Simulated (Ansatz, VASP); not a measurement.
**Pt (Pt(111), 5 layers): VASP beside Ansatz**

Aim: how closely do two programs agree when they are given the same cell, functional and k mesh? The structure shown is the start of the Ansatz relaxation below; VASP solves that cell, so the two are compared at the walk's first step.

Main program and level: Ansatz 0.2.0; plane waves, with VASP 6.6.1 beside it; single point at PBE.

## (1) Starting point

The cell holds 5 atoms: 5 Pt. Cell: a = 2.772 Å, b = 2.772 Å, c = 25.053 Å, α = 90.0°, β = 90.0°, γ = 60.0°. Vacuum lies along c.

## (2) Ansatz: relaxation, PBE

Ansatz runs on its default PAW (the set named soft_2) files.

The two programs are compared at the cell with which this relaxation starts, whose forces are those of its first step.

File input.yaml:

```yaml
crystal:
  lattice:
    - [2.7718585823, 0.0, 0.0]
    - [1.3859292911, 2.4004999479, 0.0]
    - [0.0, 0.0, 25.0528522209]
  atoms:
    - { symbol: Pt, position: [0.6666666667, 0.6666666667, 0.3193249188] }
    - { symbol: Pt, position: [0.0, 0.0, 0.4096624594] }
    - { symbol: Pt, position: [0.3333333333, 0.3333333333, 0.5] }
    - { symbol: Pt, position: [0.6666666667, 0.6666666667, 0.5903375406] }
    - { symbol: Pt, position: [0.0, 0.0, 0.6806750812] }
kpoints:
  mp_grid: { grid: [12, 12, 1] }
hamiltonian:
  xc: pbe
scf:
  occupations: { method: fermi_dirac, width: 0.1 }
  convergence: { dr2_threshold: 1.0e-08 }
efield:
  axis: 3
  dipole_correction: true
  ramp_position: 0.97
  ramp_width: 0.04
relax:
  f_tol: 0.01
  constraints: [{ sites: [2] }]
output:
  write_potential: true
  write_density: true
  volumetric_format: npy
```

Command:

```console
> ansatz run input.yaml --threads 4 --pin off --max-ram 8192MiB --backend cpu --events-out ev --progress --plain --runs-dir out
```

Numbers of over 12 decimals in the logs are rounded to 6 here.

Log:

```text
Engine: ansatz 0.2.0, x86_64-unknown-linux-gnu
Pseudopotentials: kind: paw
Pseudopotential: Pt, paw, valence charge 18, recommended cutoff 420 eV (normal), Pt.paw.azcp
Functional definition: PBE
  parameter kappa = 0.804
  parameter beta = 0.066725
  exchange = pbe_x(kappa = kappa, mu = beta*pi^2/3)
  correlation = pbe_c(beta = beta)
Crystal: 5 atoms, lattice volume = 166.698 Å³
Basis set: ecut = 420 eV, 3287 PW (Γ), exchange–correlation on 40×40×360 points (8 copies of the dense FFT grid, shifted against one another)
Bands: 54, of which v1, the nominal top of the filled ones, is band 45 counted from 1 (44 counted from 0)
Symmetry: 6 space group operations
k-points: 19 of 144 (time reversal used)
Non-local potential: Pt, projectors of the file, l = 0: 3, l = 1: 2, l = 2: 2, l = 3: 1
PAW form: soft (Blöchl's): semilocal exchange-correlation on the pseudo side does not see the compensation charge
PAW one-centre angular grid: Pt, 590 points (default); XC on 64 Gauss nodes
Initial density: superposition of atomic densities (neutral atoms: chi_scale 0, normalization atom), corrected by the library's trained network
Initial wavefunctions: pseudopotential atomic-orbital guess
Functional: x = pbe(κ = 0.804, μ = 0.219515), c = pbe(β = 0.066725)
SCF iter   1: F=—  HF=-62614.011808 eV  |F-HF|=—  |Δ(HF+E_count)|=         —  Δρ=9.53e-3  dr2=1.57e0  ethr=1.77e-3  p=0.000 e·Å  D=2.73e-4 V/Å  ΔV_dip=-0.01 eV  dr2_dipole=2.53e-4  V_vac-E_F(+/−)=5.18/5.18 eV  ⟨swp⟩=8.4  Hψ=4539  notcnv=0  defer=6
efield: sawtooth ramp at fractional position 0.9700 (set: `efield.ramp_position`, or a place that a band, a saddle search or an elastic batch's reference lends), width 0.0400; the density the first Hamiltonian is built on has a dipole p = 0.000 e·Å; the dipole correction subtracts the counter field D = 2.73e-4 V/Å, which shifts the + side's vacuum level by -0.01 eV against the − side's; the planar-averaged density in the ramp window peaks in size at 1.1e-5 e/Å³
preconditioner: auto → LDOS  [metal: Δε(μ)=0.015 eV  Ē_g=7.553 eV  σ=0.100 eV  W_gap=0.04  n_scr=18 (ndim 8)  ℏωp=20.3 eV  f_vac=0.502  D(μ)=9.03/eV (n_scr^D=102)  β→1.0]
SCF iter   2: F=—  HF=-62613.991182 eV  |F-HF|=—  |Δ(HF+E_count)|=   2.06e-2  Δρ=4.66e-3  dr2=1.87e-1  ethr=1.74e-3  p=0.000 e·Å  D=2.87e-4 V/Å  ΔV_dip=-0.01 eV  dr2_dipole=1.50e-4  V_vac-E_F(+/−)=5.63/5.64 eV  ⟨swp⟩=1.7  Hψ=1235  notcnv=0  defer=8
SCF iter   3: F=—  HF=-62613.989144 eV  |F-HF|=—  |Δ(HF+E_count)|=   2.04e-3  Δρ=2.50e-3  dr2=7.87e-2  ethr=2.08e-4  p=-0.000 e·Å  D=-2.81e-4 V/Å  ΔV_dip=0.01 eV  dr2_dipole=3.81e-5  V_vac-E_F(+/−)=5.60/5.59 eV  ⟨swp⟩=2.4  Hψ=1453  notcnv=0  defer=14
SCF iter   4: F=—  HF=-62613.984235 eV  |F-HF|=—  |Δ(HF+E_count)|=   4.91e-3  Δρ=5.61e-4  dr2=2.28e-3  ethr=8.74e-5  p=0.000 e·Å  D=4.03e-5 V/Å  ΔV_dip=-0.00 eV  dr2_dipole=3.14e-5  V_vac-E_F(+/−)=5.70/5.70 eV  ⟨swp⟩=2.1  Hψ=1406  notcnv=0  defer=14
SCF iter   5: F=—  HF=-62613.984032 eV  |F-HF|=—  |Δ(HF+E_count)|=   2.03e-4  Δρ=1.97e-4  dr2=6.45e-5  ethr=2.53e-6  p=-0.000 e·Å  D=-5.03e-5 V/Å  ΔV_dip=0.00 eV  dr2_dipole=1.94e-5  V_vac-E_F(+/−)=5.68/5.68 eV  ⟨swp⟩=2.6  Hψ=1583  notcnv=0  defer=14
SCF iter   6: F=—  HF=-62613.984073 eV  |F-HF|=—  |Δ(HF+E_count)|=   4.13e-5  Δρ=4.56e-5  dr2=1.72e-5  ethr=7.17e-8  p=-0.000 e·Å  D=-1.33e-5 V/Å  ΔV_dip=0.00 eV  dr2_dipole=4.83e-6  V_vac-E_F(+/−)=5.67/5.67 eV  ⟨swp⟩=2.4  Hψ=1631  notcnv=0  defer=14
SCF iter   7: F=—  HF=-62613.984074 eV  |F-HF|=—  |Δ(HF+E_count)|=   7.00e-7  Δρ=2.20e-5  dr2=3.12e-6  ethr=1.91e-8  p=-0.000 e·Å  D=-1.09e-5 V/Å  ΔV_dip=0.00 eV  dr2_dipole=9.07e-7  V_vac-E_F(+/−)=5.67/5.67 eV  ⟨swp⟩=1.3  Hψ=1097  notcnv=0  defer=14
SCF iter   8: F=—  HF=-62613.984067 eV  |F-HF|=—  |Δ(HF+E_count)|=   7.10e-6  Δρ=1.00e-5  dr2=5.71e-7  ethr=3.46e-9  p=0.000 e·Å  D=8.36e-7 V/Å  ΔV_dip=-0.00 eV  dr2_dipole=4.35e-8  V_vac-E_F(+/−)=5.67/5.67 eV  ⟨swp⟩=1.6  Hψ=1174  notcnv=0  defer=13
SCF iter   9: F=—  HF=-62613.984067 eV  |F-HF|=—  |Δ(HF+E_count)|=   6.43e-8  Δρ=5.60e-6  dr2=1.59e-7  ethr=6.34e-10  p=-0.000 e·Å  D=-3.89e-7 V/Å  ΔV_dip=0.00 eV  dr2_dipole=3.70e-12  V_vac-E_F(+/−)=5.67/5.67 eV  ⟨swp⟩=1.5  Hψ=1187  notcnv=0  defer=13
SCF iter  10: F=—  HF=-62613.984067 eV  |F-HF|=—  |Δ(HF+E_count)|=   4.47e-8  Δρ=2.70e-6  dr2=3.58e-8  ethr=1.77e-10  p=0.000 e·Å  D=1.13e-6 V/Å  ΔV_dip=-0.00 eV  dr2_dipole=1.10e-9  V_vac-E_F(+/−)=5.67/5.67 eV  ⟨swp⟩=1.3  Hψ=1052  notcnv=0  defer=13
[...]
SCF 1 converged in 11 iterations: F = -62613.984067 eV  dr2 = 2.03e-9
[...]
SCF iter  11: F=-62614.040717 eV  HF=-62614.040717 eV  |F-HF|=4.45e-9  |Δ(HF+E_count)|=   2.44e-9  Δρ=1.08e-6  dr2=8.25e-9  ethr=1.11e-11  p=-0.000 e·Å  D=-1.41e-6 V/Å  ΔV_dip=0.00 eV  dr2_dipole=7.91e-10  V_vac-E_F(+/−)=5.72/5.72 eV  ⟨swp⟩=10.1  Hψ=7277  notcnv=0
SCF 3 converged in 11 iterations: F = -62614.040717 eV  dr2 = 8.25e-9
relax step   3: F+E_penalty+E_count = -62614.04071718 eV  Δ(F+E_penalty+E_count) = -1.744e-2 eV  max|allowed force component| = 5.627e-2 eV/Å  Δτ_max = 0.0738 Å  (11 SCF iters, accepted)
SCF iter   1: F=—  HF=-62614.041567 eV  |F-HF|=—  |Δ(HF+E_count)|=         —  Δρ=1.05e-3  dr2=2.09e-3  ethr=4.00e-5  p=-0.000 e·Å  D=-1.49e-6 V/Å  ΔV_dip=0.00 eV  dr2_dipole=4.17e-10  V_vac-E_F(+/−)=5.73/5.73 eV  ⟨swp⟩=2.3  Hψ=1940  notcnv=0  defer=21
efield: sawtooth ramp at fractional position 0.9700 (set: `efield.ramp_position`, or a place that a band, a saddle search or an elastic batch's reference lends), width 0.0400; the density the first Hamiltonian is built on has a dipole p = -0.000 e·Å; the dipole correction subtracts the counter field D = -1.49e-6 V/Å, which shifts the + side's vacuum level by +0.00 eV against the − side's; the planar-averaged density in the ramp window peaks in size at 3.3e-6 e/Å³
preconditioner: auto → LDOS  [metal: Δε(μ)=0.022 eV  Ē_g=7.445 eV  σ=0.100 eV  W_gap=0.06  n_scr=18 (ndim 8)  ℏωp=20.3 eV  f_vac=0.492  D(μ)=9.37/eV (n_scr^D=114)  β→1.0]
SCF iter   2: F=—  HF=-62614.041473 eV  |F-HF|=—  |Δ(HF+E_count)|=   9.46e-5  Δρ=5.06e-4  dr2=1.92e-3  ethr=2.32e-6  p=0.000 e·Å  D=7.49e-5 V/Å  ΔV_dip=-0.00 eV  dr2_dipole=6.57e-5  V_vac-E_F(+/−)=5.72/5.72 eV  ⟨swp⟩=2.7  Hψ=1858  notcnv=0  defer=21
SCF iter   3: F=—  HF=-62614.041272 eV  |F-HF|=—  |Δ(HF+E_count)|=   2.01e-4  Δρ=1.98e-4  dr2=3.33e-4  ethr=2.14e-6  p=0.000 e·Å  D=2.72e-5 V/Å  ΔV_dip=-0.00 eV  dr2_dipole=1.66e-5  V_vac-E_F(+/−)=5.73/5.73 eV  ⟨swp⟩=2.0  Hψ=1463  notcnv=0  defer=21
SCF iter   4: F=—  HF=-62614.041271 eV  |F-HF|=—  |Δ(HF+E_count)|=   4.69e-7  Δρ=1.01e-4  dr2=8.94e-5  ethr=3.70e-7  p=0.000 e·Å  D=1.29e-5 V/Å  ΔV_dip=-0.00 eV  dr2_dipole=1.14e-6  V_vac-E_F(+/−)=5.73/5.73 eV  ⟨swp⟩=2.0  Hψ=1478  notcnv=0  defer=21
SCF iter   5: F=—  HF=-62614.041268 eV  |F-HF|=—  |Δ(HF+E_count)|=   3.10e-6  Δρ=4.03e-5  dr2=9.83e-6  ethr=9.94e-8  p=0.000 e·Å  D=1.66e-6 V/Å  ΔV_dip=-0.00 eV  dr2_dipole=8.75e-8  V_vac-E_F(+/−)=5.73/5.73 eV  ⟨swp⟩=2.0  Hψ=1479  notcnv=0  defer=21
SCF iter   6: F=—  HF=-62614.041266 eV  |F-HF|=—  |Δ(HF+E_count)|=   1.78e-6  Δρ=1.82e-5  dr2=9.54e-7  ethr=1.09e-8  p=-0.000 e·Å  D=-2.65e-6 V/Å  ΔV_dip=0.00 eV  dr2_dipole=7.95e-8  V_vac-E_F(+/−)=5.73/5.73 eV  ⟨swp⟩=2.0  Hψ=1499  notcnv=0  defer=21
SCF iter   7: F=—  HF=-62614.041266 eV  |F-HF|=—  |Δ(HF+E_count)|=   1.43e-7  Δρ=6.60e-6  dr2=3.23e-7  ethr=1.06e-9  p=-0.000 e·Å  D=-2.56e-6 V/Å  ΔV_dip=0.00 eV  dr2_dipole=6.01e-8  V_vac-E_F(+/−)=5.73/5.73 eV  ⟨swp⟩=1.2  Hψ=1068  notcnv=0  defer=21
SCF iter   8: F=—  HF=-62614.041266 eV  |F-HF|=—  |Δ(HF+E_count)|=   4.20e-8  Δρ=2.16e-6  dr2=2.14e-8  ethr=3.58e-10  p=-0.000 e·Å  D=-1.02e-6 V/Å  ΔV_dip=0.00 eV  dr2_dipole=2.12e-9  V_vac-E_F(+/−)=5.73/5.73 eV  ⟨swp⟩=1.1  Hψ=1008  notcnv=0  defer=21
SCF iter   9: F=-62614.041266 eV  HF=-62614.041266 eV  |F-HF|=1.46e-10  |Δ(HF+E_count)|=   9.48e-9  Δρ=9.95e-7  dr2=3.36e-9  ethr=1.11e-11  p=-0.000 e·Å  D=-8.88e-7 V/Å  ΔV_dip=0.00 eV  dr2_dipole=6.72e-11  V_vac-E_F(+/−)=5.73/5.73 eV  ⟨swp⟩=9.4  Hψ=6967  notcnv=0
SCF 4 converged in 9 iterations: F = -62614.041266 eV  dr2 = 3.36e-9
relax step   4: F+E_penalty+E_count = -62614.04126639 eV  Δ(F+E_penalty+E_count) = -5.492e-4 eV  max|allowed force component| = 1.606e-3 eV/Å  Δτ_max = 0.0119 Å  (9 SCF iters, accepted)
NSCF: frozen V_eff on 19 k-points
the band table was solved once a step of the walk had ended and its energy, with any forces and stress, was formed, with the checks that follow a solve (5172 applications of the Hamiltonian). They found nothing against the state; the energy, forces and stress were not computed again (output.eigenvalues in the input reference)
SCF converged after 9 iterations
Free energy (F): -62614.041266 eV
Harris-Foulkes:  -62614.041266 eV  (|F-HF|=1.46e-10)
Internal energy: -62613.745499 eV  (E = F + TS)
E sigma→0 (E₀):  -62613.893383 eV
Entropy (-TS):   -0.295768 eV (-59.154 meV/atom)
Fermi energy:    7.384407 eV
Dipole field:    D = -0.000013 V/Å  (p = -0.000012 e·Å, saw-weighted, corrected)
Work function:   Φ+ = 5.7293 eV   Φ− = 5.7290 eV
Levels:          The Fermi level and band energies are counted from a zero that moves with the ramp; work functions are not
--- Per-component energies (eV) ---
  E_band       = -2050.877569
  E_kinetic    = 3183.069709
  E_local      = -142771.429197  (includes V_loc(G=0)·N_el)
  E_nonlocal   = 1000.082402
  E_hartree    = 69744.924117
  E_xc         = -1305.883381
  E_vxc        = -1509.972329  (∫ρ·V_xc dr)
  E_paw        = -47269.961966  (= ΣΔE_a)
  E_vpaw       = -1442.473181  (= ΣTr[D̂ρ^β])
  E_aug_tail   = 0.001030  (compensation charges beyond the density's cutoff)
  E_efield     = 0.000000  (sawtooth field / dipole correction)
  E_vefield    = 0.000292  (∫n·V_field dr)
  E_ewald      = 54805.451787
  E_smearing   = -0.295768  (= −TS)
  E_closure    = 0.000000  (closes the sum)
  Σ components = -62614.041266   (vs F -62614.041266, Δ=0.00e0)
--- Forces (eV/Å), atoms counted from 1 ---
  atom   1  Pt    -0.00000000     0.00000000     0.00160367
  atom   2  Pt     0.00000000     0.00000000     0.00102832
  atom   3  Pt     0.00000000     0.00000000     0.00000441
  atom   4  Pt     0.00000000    -0.00000000    -0.00102950
  atom   5  Pt    -0.00000000    -0.00000000    -0.00160602
  max |Σ_I F_I| component: 8.75e-7 eV/Å
--- Band table (eV; the first three rows and the last of 19) ---
  k-point 0: bands = [... 41 lower, 6.0636, 6.0636, 6.5358, 6.5358, 7.0972, 7.0972, 7.1874, 7.3569, ... 5 higher]
  k-point 1: bands = [... 41 lower, 6.0672, 6.0691, 6.2596, 6.4644, 6.5270, 7.0187, 7.0936, 7.3666, ... 5 higher]
  k-point 2: bands = [... 41 lower, 5.5564, 5.8023, 6.0337, 6.4994, 6.5031, 7.0769, 7.3885, 7.6489, ... 5 higher]
  k-point 18: bands = [... 41 lower, 6.8300, 7.0431, 7.1465, 7.1465, 12.2022, 12.2022, 12.2711, 12.9413, ... 5 higher]
--- Relaxed structure (4 steps of the walk, 4 accepted, 0 SCFs on fresh bases) ---
  F+E_penalty+E_count = -62614.04126639 eV   max|allowed force component| = 1.606e-3 eV/Å
  atoms:
    - { symbol: Pt, position: [0.666667, 0.666667, 0.314092] }
    - { symbol: Pt, position: [0, -6.702036102547912e-19, 0.407659] }
    - { symbol: Pt, position: [0.333333, 0.333333, 0.500000] }
    - { symbol: Pt, position: [0.666667, 0.666667, 0.592341] }
    - { symbol: Pt, position: [0, 1.750216253855135e-18, 0.685908] }
```

[end of part 1 of 2]

[Lines on the potential files, build, host, timing and source positions are cut from VASP's logs without a mark.]

[Logs are printed without paths, hosts, clocks, repeated set-up lines and the standing remarks that a program may print on its own settings, such as how far it seeks lower states.]

[Hosts, paths, dates, database ids (printed as entryN), source tags and the programs' standing remarks are cut or masked in the printed files.]
